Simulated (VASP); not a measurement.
Given:

```xyz
1
Lattice="-1.4140 1.4140 1.4140 1.4140 -1.4140 1.4140 1.4140 1.4140 -1.4140" Properties=species:S:1:pos:R:3 pbc="T T T"
Fe     0.0000     0.0000     0.0000
```
Starting moments (μB, in the order of the record's atoms Fe): 2.2.

Calculation: vdW-DF2, VASP's PBE PAW potentials (set 64) (plane waves; VASP 6.6.1). Run with 520 eV cut-off, 18×18×18 Γ-centred mesh, first-order Methfessel-Paxton smearing of 0.10 eV, potentials Fe.

Task: What does the run give for the cell moment, energy per atom (σ→0), pressure, band gap (on the k-mesh) with the smallest direct gap where there is one?

Result: 
The band gap (on the k-mesh) is none (metal, semimetal or under 0.01 eV), the cell moment is 2.08 μB and the energy per atom (σ→0) is -4.894 eV/atom. The pressure comes out as 11.96 GPa.

Task: Give the moment on each site (PAW-sphere projection).

Result: 
| site | moment (μB) |
|---|---|
| Fe1 | 2.09 |

The absolute energy has meaning only against runs of the same code, potentials and settings.

The compound is Fe in the bcc structure. This cell is one point of a volume scan, at 0.94 of the reference volume.
